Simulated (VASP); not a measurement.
Input for VASP

File POSCAR:
```
NaF
1
    0.0000000000     2.3613000000     2.3613000000
    2.3613000000     0.0000000000     2.3613000000
    2.3613000000     2.3613000000     0.0000000000
Na F
1 1
Direct
  0.0000000000   0.0000000000   0.0000000000
  0.5000000000   0.5000000000   0.5000000000
```

INCAR:
```
SYSTEM = NaF
PREC = Accurate
ENCUT = 520
EDIFF = 1E-6
NELM = 100
ALGO = Normal
LREAL = .FALSE.
LASPH = .TRUE.
ISMEAR = 0
SIGMA = 0.05
GGA = PE
LWAVE = .FALSE.
LCHARG = .FALSE.
ISIF = 2
IBRION = 0
NSW = 3
TEBEG = 300
```

File KPOINTS:
```
Automatic mesh
0
Gamma
7 7 7
0 0 0
```

POTCAR, in this order: Na_pv F (PBE.64 set). Program: vasp_std.

The resulting files:

**Question.** From input and log, find the fault in this run and mend it.

**Answer.** The cause: molecular dynamics (IBRION = 0) was asked for without POTIM. VASP stops with an error: Fatal error! IBRION=0, but no entry for POTIM on file INCAR. MUST be specified! ----> I REFUSE TO CONTINUE WITH THIS SICK JOB ... BYE!!! <---- To mend it, set POTIM to the time step in fs (1 to 2 fs suits most solids). The plain static run on this cell (PBE GGA, plane waves, VASP's PBE PAW potentials (set 64)) converges, and its OSZICAR ends with
```
   1 F= -.85689805E+01 E0= -.85689805E+01  d E =-.228340E-17
```

The compound is NaF in the rock salt structure. The cell was not relaxed at this level.
